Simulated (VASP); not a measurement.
An input for Ansatz (written as the equivalent of a VASP run, and not itself run):

Ansatz 0.2 input:
```yaml
crystal:
  lattice:
    - [2.6947392, 0.0000000, 0.0000000]
    - [0.0000000, 2.6947392, 0.0000000]
    - [0.0000000, 0.0000000, 2.6947392]
  atoms:
    - { symbol: As, position: [0.0000000, 0.0000000, 0.0000000] }
kpoints:
  mp_grid: { grid: [15, 15, 15] }
hamiltonian:
  xc: pbesol
  pseudopotentials: { kind: paw }
scf:
  occupations: { method: tetrahedron }
  max_iter: 100
output: { forces: true, stress: true, eigenvalues: true }
```

Q: Translate this input to VASP (INCAR, KPOINTS, POSCAR, choice of POTCAR).

A: Several could match; the one computed here: 
### POSCAR
```
As
1
    2.6947392477    -0.0000000000    -0.0000000000
   -0.0000000000     2.6947392477     0.0000000000
    0.0000000000    -0.0000000000     2.6947392477
As
1
Direct
  0.0000000000   0.0000000000   0.0000000000
```

**KPOINTS**
```
Automatic mesh
0
Gamma
15 15 15
0 0 0
```

INCAR:
```
SYSTEM = As
PREC = Accurate
ENCUT = 400
EDIFF = 1E-7
NELM = 100
ALGO = Normal
LREAL = .FALSE.
LASPH = .TRUE.
ISMEAR = -5
GGA = PS
LMAXMIX = 4
LWAVE = .FALSE.
LCHARG = .TRUE.
LORBIT = 11
NEDOS = 601
ISIF = 2
```

POTCAR, in this order: As (PBE.64 set). Program: vasp_std.

Limits of the translation: each code has its own PAW files, so the cut-off isn't converted (ENCUT is set for VASP's; basis.ecutwfc is left out, and Ansatz then takes the one that its files recommend); Ansatz stops its SCF on the density residual and VASP on the energy change (EDIFF).

The structure was generated: As was put into the simple-cubic type (Pm-3m), which need not be its known phase. It was relaxed first, which changed the volume by -9 %.
